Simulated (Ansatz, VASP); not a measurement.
# HfC in two plane-wave programs

Aim: how closely do two programs agree when they are given the same cell, functional and k mesh? The cell is taken from a series of runs on this material, whose earlier steps may have relaxed, scaled, displaced or heated it; both programs get it as it stands.

Program: Ansatz 0.2.0. Level of theory: plane waves, with VASP 6.6.1 beside it; zone-centre phonons at LDA. Results are calculated unless marked as measured.

## 1. The starting structure

Symmetry: I4/mmm, No. 139, tetragonal system. The conventional cell has a = 3.169 Å, b = 3.169 Å, c = 4.609 Å, α = 90.00°, β = 90.00°, γ = 90.00°. Nearest to C lie 6 Hf at 2.24 to 2.30 Å. Nearest to Hf lie 6 C at 2.24 to 2.30 Å. Farther neighbours are not listed.

Coordinates:

```
C Hf
1.0
     0.00000    2.24065    2.30445
     2.24065    0.00000    2.30445
     2.24065    2.24065    0.00000
C Hf
1 1
Direct
  0.00000 0.00000 0.00000
  0.50000 0.50000 0.50000
```

## 2. VASP: zone-centre phonons, LDA

Second derivatives magnify differences that forces hide, and they need a tight electronic threshold.

Lines of VASP's logs that name or quote its potential files are left out, and so is its time.

The input, INCAR:

```
SYSTEM = HfC
PREC = Accurate
ENCUT = 600
EDIFF = 1E-08
NELM = 120
ISMEAR = 1
SIGMA = 0.2
LREAL = .FALSE.
ALGO = Normal
GGA = PW92
NBANDS = 13
LASPH = .TRUE.
LORBIT = 11
LWAVE = .FALSE.
LCHARG = .FALSE.
ISIF = 2
IBRION = 8
GGA_COMPAT = .FALSE.
KPAR = 2
```

The input, POSCAR:

```
HfC
1.0
    0.0000000000      2.2406451467      2.3044544783
    2.2406451467      0.0000000000      2.3044544783
    2.2406451467      2.2406451467      0.0000000000
C Hf
1 1
Direct
    0.0000000000      0.0000000000      0.0000000000
    0.5000000000      0.5000000000      0.5000000000
```

The input, KPOINTS:

```
Automatic mesh
0
Gamma
16 16 16
0 0 0
```

The projector-augmented-wave data sets are C and Hf_pv (LDA family, release 64).

Command:

```sh
> mpirun -np 2 vasp_std
```

Numbers of over 12 decimals in the logs are rounded to 6 here.

Output:

```text
[banner, memory and clock lines left out]
running    2 mpi-ranks, on    1 nodes
 distrk:  each k-point on    1 cores,    2 groups
 distr:  one band on    1 cores,    1 groups

 POSCAR found type information on POSCAR C Hf
 POSCAR found :  2 types and       2 ions
|                                                                             |
|               ----> ADVICE to this user running VASP <----                  |
|                                                                             |
|     You enforced a specific xc type in the INCAR file but a different       |
|     [... a line on the potential file left out ...]
|     I HOPE YOU KNOW WHAT YOU ARE DOING!                                     |
|                                                                             |

 LDA part: xc-table for (Slater(with rela. corr.)+PW92), standard interpolation
 POSCAR, INCAR and KPOINTS ok, starting setup
 FFT: planning ... GRIDC
 FFT: planning ... GRID_SOFT
 FFT: planning ... GRID
 WAVECAR not read
 entering main loop
       N       E                     dE             d eps       ncg     rms          rms(c)
DAV:   1     0.240958085987E+02    0.24096E+02   -0.86381E+03  9114   0.120E+03
DAV:   2    -0.243101374918E+02   -0.48406E+02   -0.45503E+02 11414   0.222E+02
DAV:   3    -0.259642902930E+02   -0.16542E+01   -0.16454E+01 11344   0.295E+01
DAV:   4    -0.259729238954E+02   -0.86336E-02   -0.86326E-02 10245   0.253E+00
DAV:   5    -0.259729812198E+02   -0.57324E-04   -0.57323E-04 11342   0.189E-01    0.675E+01
DAV:   6    -0.229297610049E+02    0.30432E+01   -0.13566E+01 10469   0.198E+01    0.471E+01
DAV:   7    -0.228704100066E+02    0.59351E-01   -0.57308E-01 10619   0.538E+00    0.252E+01
DAV:   8    -0.228561544884E+02    0.14256E-01   -0.45079E-02 11184   0.168E+00    0.484E+00
DAV:   9    -0.228520871163E+02    0.40674E-02   -0.20511E-02 10824   0.758E-01    0.178E+00
DAV:  10    -0.228516695400E+02    0.41758E-03   -0.14699E-03 11013   0.284E-01    0.785E-02
DAV:  11    -0.228516698497E+02   -0.30970E-06   -0.63407E-05 10829   0.715E-02    0.674E-02
DAV:  12    -0.228516695037E+02    0.34604E-06   -0.12359E-06 11579   0.976E-03    0.148E-02
DAV:  13    -0.228516693414E+02    0.16225E-06   -0.48472E-07 10734   0.388E-03    0.109E-03
DAV:  14    -0.228516693453E+02   -0.38879E-08   -0.16190E-08  9568   0.103E-03
   1 F= -.22851669E+02 E0= -.22851693E+02  d E =0.710098E-04
 Linear response reoptimize wavefunctions to high precision
DAV:   1    -0.228516693457E+02   -0.35152E-09   -0.38068E-10  7887   0.179E-04
DAV:   2    -0.228516693457E+02   -0.45475E-12   -0.48775E-11  6092   0.609E-05
 Linear response DOF=           4
 Linear response progress:
  Degree of freedom:   1/  4
       N       E                     dE             d eps       ncg     rms          rms(c)
RMM:   1    -0.125614052552E+00   -0.12561E+00    0.16721E-02 35424   0.201E+00
RMM:   2    -0.119982665190E+00    0.56314E-02   -0.38244E-03 25889   0.378E-01    0.531E-01
RMM:   3    -0.120292038308E+00   -0.30937E-03   -0.80563E-04 23529   0.163E-01    0.276E-01
RMM:   4    -0.121318565716E+00   -0.10265E-02   -0.48773E-04 23962   0.123E-01    0.416E-02
RMM:   5    -0.121310618134E+00    0.79476E-05   -0.12693E-05 26659   0.264E-02    0.118E-02
RMM:   6    -0.121312044231E+00   -0.14261E-05   -0.37477E-07 28758   0.417E-03    0.410E-03
RMM:   7    -0.121298728848E+00    0.13315E-04   -0.10572E-07 27675   0.227E-03    0.267E-03
RMM:   8    -0.121302357546E+00   -0.36287E-05   -0.90438E-09 29673   0.655E-04    0.228E-04
RMM:   9    -0.121301690330E+00    0.66722E-06    0.11543E-08 30905   0.124E-04    0.204E-04
RMM:  10    -0.121301689453E+00    0.87704E-09   -0.13423E-08 31483   0.322E-05    0.447E-05
 first order change of Fermi-energy  -0.10867E-02
 force on displaced ion       1 direction 1 : -11.331   0.000   0.000
 Linear response progress:
  Degree of freedom:   2/  4
       N       E                     dE             d eps       ncg     rms          rms(c)
RMM:   1    -0.122737865776E+00   -0.12274E+00    0.23636E-02 19889   0.192E+00
RMM:   2    -0.118723142406E+00    0.40147E-02   -0.31451E-03 14561   0.351E-01    0.383E-01
RMM:   3    -0.119034053920E+00   -0.31091E-03   -0.68528E-04 13010   0.150E-01    0.196E-01
RMM:   4    -0.119991300156E+00   -0.95725E-03   -0.44106E-04 13287   0.117E-01    0.341E-02
RMM:   5    -0.119994552722E+00   -0.32526E-05   -0.10885E-05 15081   0.238E-02    0.107E-02
RMM:   6    -0.119992550455E+00    0.20023E-05   -0.34950E-07 16020   0.393E-03    0.404E-03
RMM:   7    -0.119982755876E+00    0.97946E-05   -0.72638E-08 15578   0.185E-03    0.256E-03
RMM:   8    -0.119984511710E+00   -0.17558E-05   -0.72115E-09 16739   0.554E-04    0.352E-04
RMM:   9    -0.119984479661E+00    0.32049E-07   -0.11112E-08 17046   0.949E-05    0.169E-04
RMM:  10    -0.119984483780E+00   -0.41189E-08   -0.29150E-08 17507   0.279E-05    0.270E-05
 first order change of Fermi-energy   0.31836E-02
 force on displaced ion       1 direction 3 :   0.000   0.000  -7.621
 Linear response progress:
  Degree of freedom:   3/  4
       N       E                     dE             d eps       ncg     rms          rms(c)
RMM:   1    -0.210720410691E+00   -0.21072E+00    0.38797E+00 18014   0.119E+01
RMM:   2    -0.205534834305E+00    0.51856E-02   -0.29985E-02 24949   0.126E+00    0.600E-01
RMM:   3    -0.204836826095E+00    0.69801E-03   -0.91347E-04 30811   0.149E-01    0.263E-01
RMM:   4    -0.204336014852E+00    0.50081E-03   -0.84540E-05 33072   0.536E-02    0.148E-01
RMM:   5    -0.203950393132E+00    0.38562E-03   -0.29443E-05 33963   0.351E-02    0.155E-02
RMM:   6    -0.203949809861E+00    0.58327E-06   -0.13078E-06 33085   0.109E-02    0.824E-03
RMM:   7    -0.203957279580E+00   -0.74697E-05   -0.50015E-06 36348   0.250E-03    0.769E-03
RMM:   8    -0.203958291578E+00   -0.10120E-05   -0.53978E-06 36527   0.631E-04    0.207E-03
RMM:   9    -0.203959087638E+00   -0.79606E-06   -0.37320E-06 36527   0.318E-04    0.250E-04
RMM:  10    -0.203959413583E+00   -0.32595E-06   -0.21121E-06 36063   0.123E-04    0.110E-04
RMM:  11    -0.203959468568E+00   -0.54985E-07   -0.10691E-06 38425   0.588E-05    0.870E-05
RMM:  12    -0.203959498392E+00   -0.29824E-07   -0.54933E-07 36409   0.382E-05    0.257E-05
RMM:  13    -0.203959505490E+00   -0.70984E-08   -0.30017E-07 34204   0.295E-05    0.820E-06
RMM:  14    -0.203959506447E+00   -0.95652E-09   -0.17728E-07 28289   0.251E-05    0.121E-05
RMM:  15    -0.203959509890E+00   -0.34431E-08   -0.10476E-07 26712   0.231E-05    0.213E-06
RMM:  16    -0.203959510600E+00   -0.71068E-09   -0.63578E-08 25303   0.221E-05    0.729E-08
 first order change of Fermi-energy   0.14709E-02
 force on displaced ion       2 direction 1 : -11.336   0.000   0.000
 Linear response progress:
  Degree of freedom:   4/  4
       N       E                     dE             d eps       ncg     rms          rms(c)
RMM:   1    -0.213117067748E+00   -0.21312E+00    0.36231E+00 10338   0.116E+01
RMM:   2    -0.208525880404E+00    0.45912E-02   -0.29278E-02 14054   0.123E+00    0.483E-01
RMM:   3    -0.207948968977E+00    0.57691E-03   -0.87083E-04 17118   0.138E-01    0.187E-01
RMM:   4    -0.207539153969E+00    0.40982E-03   -0.61477E-05 18359   0.435E-02    0.120E-01
RMM:   5    -0.207159958146E+00    0.37920E-03   -0.23434E-05 18774   0.316E-02    0.122E-02
RMM:   6    -0.207154842913E+00    0.51152E-05   -0.17024E-06 18902   0.898E-03    0.477E-03
RMM:   7    -0.207166064191E+00   -0.11221E-04    0.75912E-07 19768   0.204E-03    0.526E-03
RMM:   8    -0.207167091487E+00   -0.10273E-05   -0.18891E-06 20318   0.487E-04    0.104E-03
RMM:   9    -0.207167291663E+00   -0.20018E-06   -0.12291E-06 20191   0.225E-04    0.110E-04
RMM:  10    -0.207167561746E+00   -0.27008E-06   -0.78974E-07 20046   0.892E-05    0.632E-05
RMM:  11    -0.207167599403E+00   -0.37657E-07   -0.35354E-07 21634   0.407E-05    0.604E-05
RMM:  12    -0.207167613688E+00   -0.14285E-07   -0.16685E-07 19045   0.260E-05    0.537E-06
RMM:  13    -0.207167615212E+00   -0.15246E-08   -0.10196E-07 17420   0.215E-05    0.284E-06
RMM:  14    -0.207167617226E+00   -0.20139E-08   -0.62803E-08 14437   0.194E-05    0.247E-06
 first order change of Fermi-energy  -0.29263E-02
 force on displaced ion       2 direction 3 :   0.000   0.000  -7.624
 Linear response finished
```

OUTCAR, selected parts (step 2):

```text
ion  position               nearest neighbor table
   1  0.000  0.000  0.000-   2 2.24   2 2.24   2 2.24   2 2.24   2 2.30   2 2.30
   2  0.500  0.500  0.500-   1 2.24   1 2.24   1 2.24   1 2.24   1 2.30   1 2.30

  LATTYP: Found a body centered tetragonal cell.
 ALAT       =     3.1687507549
 C/A-ratio  =     1.4544876871

 Subroutine GETGRP returns: Found 16 space group operations
 (whereof 16 operations were pure point group operations)

The static configuration has the point symmetry D_4h.

 Found    349 irreducible k-points:

   k-points           NKPTS =    349   k-points in BZ     NKDIM =    349   number of bands    NBANDS=     13

   dimension x,y,z NGX =    28 NGY =   28 NGZ =   28
   dimension x,y,z NGXF=    56 NGYF=   56 NGZF=   56

   ENCUT  =  600.0 eV  44.10 Ry    6.64 a.u.   6.42  6.42  6.33*2*pi/ulx,y,z

   NELECT =      14.0000    total number of electrons

 k-points in reciprocal lattice and weights: Automatic mesh
   0.00000000  0.00000000  0.00000000       0.000
   0.06250000  0.00000000  0.00000000       0.002
   0.12500000  0.00000000  0.00000000       0.002
   0.18750000  0.00000000  0.00000000       0.002
   0.25000000  0.00000000  0.00000000       0.002
   0.31250000 -0.00000000  0.00000000       0.002
   0.37500000  0.00000000  0.00000000       0.002
   0.43750000  0.00000000  0.00000000       0.002
   0.50000000  0.00000000  0.00000000       0.001
[...]
-0.31250000  0.18750000  0.50000000       0.001
  -0.25000000  0.25000000  0.50000000       0.000

 average (electrostatic) potential at core
       1 -51.1821       2 -34.6624

  Total        2.1439579      2.1439579      0.0431968      0.0000000      0.0000000     -0.0000000
  in kB      148.4507978    148.4507978      2.9910133      0.0000000      0.0000000     -0.0000000
  external PRESSURE =      99.9642029 kB  Pullay stress =       0.0000000 kB

  energy-cutoff  :      600.00
  volume of cell :       23.14
      direct lattice vectors                 reciprocal lattice vectors
     0.000000000  2.240645147  2.304454478    -0.223150016  0.223150016  0.216971090
     2.240645147  0.000000000  2.304454478     0.223150016 -0.223150016  0.216971090
     2.240645147  2.240645147  0.000000000     0.223150016  0.223150016 -0.216971090

 POSITION                                       TOTAL-FORCE (eV/Angst)
 -----------------------------------------------------------------------------------
      0.00000      0.00000      0.00000        -0.000000      0.000000      0.000000
      2.24065      2.24065      2.30445         0.000000     -0.000000      0.000000
 -----------------------------------------------------------------------------------
    total drift:                                0.000000      0.000000      0.000000

 Eigenvectors and eigenvalues of the dynamical matrix
 ----------------------------------------------------

   1 f  =   15.687438 THz    98.567078 2PiTHz  523.276595 cm-1    64.878000 meV
             X         Y         Z           dx          dy          dz
      0.000000  0.000000  0.000000     0.967949    0.000000    0.000000
      2.240645  2.240645  2.304454    -0.251147    0.000000    0.000000

   2 f  =   15.687438 THz    98.567078 2PiTHz  523.276595 cm-1    64.878000 meV
             X         Y         Z           dx          dy          dz
      0.000000  0.000000  0.000000    -0.000000    0.967949    0.000000
      2.240645  2.240645  2.304454     0.000000   -0.251147    0.000000

   3 f  =   12.865482 THz    80.836210 2PiTHz  429.146302 cm-1    53.207336 meV
             X         Y         Z           dx          dy          dz
      0.000000  0.000000  0.000000    -0.000000    0.000000   -0.967953
      2.240645  2.240645  2.304454    -0.000000    0.000000    0.251132

   4 f/i=    0.000471 THz     0.002962 2PiTHz    0.015726 cm-1     0.001950 meV
             X         Y         Z           dx          dy          dz
      0.000000  0.000000  0.000000     0.000000   -0.000000    0.251132
      2.240645  2.240645  2.304454     0.000000   -0.000000    0.967953

   5 f/i=    0.000819 THz     0.005149 2PiTHz    0.027333 cm-1     0.003389 meV
             X         Y         Z           dx          dy          dz
      0.000000  0.000000  0.000000     0.244291   -0.058283   -0.000000
      2.240645  2.240645  2.304454     0.941524   -0.224629   -0.000000

   6 f/i=    0.000819 THz     0.005149 2PiTHz    0.027333 cm-1     0.003389 meV
             X         Y         Z           dx          dy          dz
      0.000000  0.000000  0.000000     0.058283    0.244291    0.000000
      2.240645  2.240645  2.304454     0.224629    0.941524    0.000000

 ELASTIC MODULI CONTR FROM IONIC RELAXATION (kBar)
 Direction    XX          YY          ZZ          XY          YZ          ZX
 --------------------------------------------------------------------------------
 XX           0.0000      0.0000      0.0000      0.0000      0.0000      0.0000
 YY           0.0000      0.0000      0.0000      0.0000      0.0000      0.0000
 ZZ           0.0000      0.0000      0.0000      0.0000      0.0000      0.0000
 XY           0.0000      0.0000      0.0000      0.0000      0.0000      0.0000
 YZ           0.0000      0.0000      0.0000      0.0000      0.0000      0.0000
 ZX           0.0000      0.0000      0.0000      0.0000      0.0000      0.0000
 --------------------------------------------------------------------------------
```

Harder data sets than Hf_pv exist (the GW ones), and pressures, volumes and forces can shift noticeably with them.

(Continued in part 2 of 2.)

[Lines on the potential files, build, host, timing and source positions are cut from VASP's logs without a mark.]

[Logs are printed without paths, hosts, clocks, repeated set-up lines and the standing remarks that a program may print on its own settings, such as how far it seeks lower states.]

[Hosts, paths, dates, database ids (printed as entryN), source tags and the programs' standing remarks are cut or masked in the printed files.]
